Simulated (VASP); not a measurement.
Data:

```yaml
crystal:
  lattice:
    - [0.00000, 2.76675, 2.76675]
    - [2.76675, 0.00000, 2.76675]
    - [2.76675, 2.76675, 0.00000]
  atoms:
    - { symbol: Ba, position: [0.00000, 0.00000, 0.00000] }
    - { symbol: O, position: [0.50000, 0.50000, 0.50000] }
```

Calculation: PBEsol GGA, VASP's PBE PAW potentials (set 64) (plane waves; VASP). Numerical set-up: 520 eV cut-off, 11×11×11 Γ-centred mesh, Gaussian smearing of 0.010 eV, potentials Ba_sv O.

Problem. The job: BaO (rock salt), 2 atoms, PBEsol, optics run with many empty bands, 520 eV, 11×11×11 Γ-centred mesh. Roughly how much core time does it take on a busy server core?

Solution. About 40 core-seconds (one run on a shared machine, a rough figure). It had 56 irreducible k-points, 36 bands, up to 1159 plane waves and 13 electronic steps.

The compound is BaO in the rock salt structure. It was relaxed first.
